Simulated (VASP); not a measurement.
Data:

```xyz
2
Lattice="0.0000 2.6910 2.6910 2.6910 0.0000 2.6910 2.6910 2.6910 0.0000" Properties=species:S:1:pos:R:3 pbc="T T T"
Si     0.0000     0.0000     0.0000
Si     1.3455     1.3455     1.3455
```

Calculation: AM05 GGA, VASP's PBE PAW potentials (set 64) (plane waves; VASP). Settings: 520 eV cut-off, 8×8×8 Γ-centred mesh, Gaussian smearing of 0.050 eV, potentials Si.

Question: The job: Si (diamond), 2 atoms, AM05, static run, 520 eV, 8×8×8 Γ-centred mesh. Roughly how much core time does it take on a busy server core?

Answer: About 8 core-seconds (one run on a shared machine, a rough figure). It had 29 irreducible k-points, 8 bands, up to 1067 plane waves and 12 electronic steps.

The compound is Si in the diamond structure. This cell is one point of a volume scan, at 0.97 of the reference volume.
